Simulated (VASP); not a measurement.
Data:

```
AlFe
1.0
    2.81352     0.00000     0.00000
    0.00000     2.81352     0.00000
    0.00000     0.00000     2.81352
Al Fe
1 1
Cartesian
  1.40676   1.40676   1.40676
  0.00000   0.00000   0.00000
```

Method: LDA (Ceperley-Alder, Perdew-Zunger), VASP's LDA PAW potentials (set 64) (plane waves; VASP 6.6.1). Settings: 500 eV cut-off, 13×13×13 Γ-centred mesh, first-order Methfessel-Paxton smearing of 0.10 eV, potentials Al Fe.

Energy and stress use the plane-wave basis of the starting cell.

### Question
The ions, cell shape and volume at an external pressure of 5.0 GPa are relaxed. Predict the relaxed structure.

### Answer

```
AlFe
1.0
    2.79216     0.00000     0.00000
    0.00000     2.79216     0.00000
    0.00000     0.00000     2.79216
Al Fe
1 1
Direct
  0.50000   0.50000   0.50000
  0.00000   0.00000   0.00000
```
Space group Pm-3m (221), at a tolerance of 0.03 Å.

### Question
How do energy and volume change from the first to the last step?

### Answer
The energy (σ→0) changes by +3.8 meV/atom and the volume by -2.3 %, in 3 ionic steps.

```csv
step,E(σ→0) (eV),max force (eV/Å),pressure (GPa),volume (Å³)
1,-14.3070,0.000,0.09,22.27
2,-14.2697,0.000,11.54,21.19
3,-14.2993,0.000,4.99,21.77
```

The compound is FeAl in the CsCl type structure. This run relaxes it under an external pressure of 5 GPa. Symmetry was kept, so distortions that lower it aren't found. The run is not spin-polarised, so no magnetic state was tried. The electron count is odd and the run is not spin-polarised, which forces a metal.
